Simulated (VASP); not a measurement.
Consider the following.

```
CELL_PARAMETERS angstrom
      0.00000     3.23763     3.23763
      3.23763     0.00000     3.23763
      3.23763     3.23763     0.00000
ATOMIC_POSITIONS crystal
  Na 0.00000 0.00000 0.00000
  I  0.50000 0.50000 0.50000
```

Computed with PBE GGA with D3 dispersion (zero damping), VASP's PBE PAW potentials (set 64) (plane waves; VASP). Settings: 520 eV cut-off, 7×7×7 Γ-centred mesh, Gaussian smearing of 0.050 eV, potentials Na_pv I.

Unless said otherwise, spin-orbit coupling is left out, though it shifts the bands of the heavy elements here.

Task: What does the run give for the energy per atom (σ→0), band gap (on the k-mesh) with the smallest direct gap where there is one?

Result: 
```
Quantity                                      Value
-----------------------------------  --------------
band gap (on the k-mesh)                    3.64 eV
smallest direct gap (on the k-mesh)         3.64 eV
energy per atom (σ→0)                -2.920 eV/atom
```

Only differences to runs with the same potentials and settings are physical.

The compound is NaI in the rock salt structure. This cell is one point of a volume scan, at 1.03 of the reference volume.
